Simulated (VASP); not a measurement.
Computed with PBEsol GGA, VASP's PBE PAW potentials (set 64) (plane waves; VASP 6.6.1).

The input files of a VASP run:

KPOINTS:
```
Automatic mesh
0
Gamma
6 6 6
0 0 0
```

POSCAR:
```
CsI
1
    4.6067757505     0.0000000000     0.0000000000
    0.0000000000     4.6067757505     0.0000000000
    0.0000000000     0.0000000000     4.6067757505
Cs I
1 1
Direct
  0.0000000000   0.0000000000   0.0000000000
  0.5000000000   0.5000000000   0.5000000000
```

**INCAR**
```
ALGO = Normal
EDIFF = 1E-7
ENCUT = 480
GGA = PS
ISIF = 2
ISMEAR = 0
LASPH = .TRUE.
LCHARG = .FALSE.
LMAXMIX = 4
LREAL = .FALSE.
LWAVE = .FALSE.
NELM = 100
PREC = Accurate
SIGMA = 0.05
SYSTEM = CsI
```

POTCAR, in this order: Cs_sv I (PBE.64 set). Program: vasp_std.

Task: What will the output report for the number of irreducible k-points (NKPTS), number of bands (NBANDS), largest plane-wave count, number of space-group operations, FFT grid (NGX, NGY, NGZ)?

Result: 
| Quantity | Value |
|---|---|
| number of irreducible k-points (NKPTS) | 20 |
| number of bands (NBANDS) | 12 |
| largest plane-wave count | 2360 |
| number of space-group operations | 48 |
| FFT grid (NGX, NGY, NGZ) | 36 × 36 × 36 |

The compound is CsI in the CsCl type structure. This cell was strained or had an atom moved on purpose.
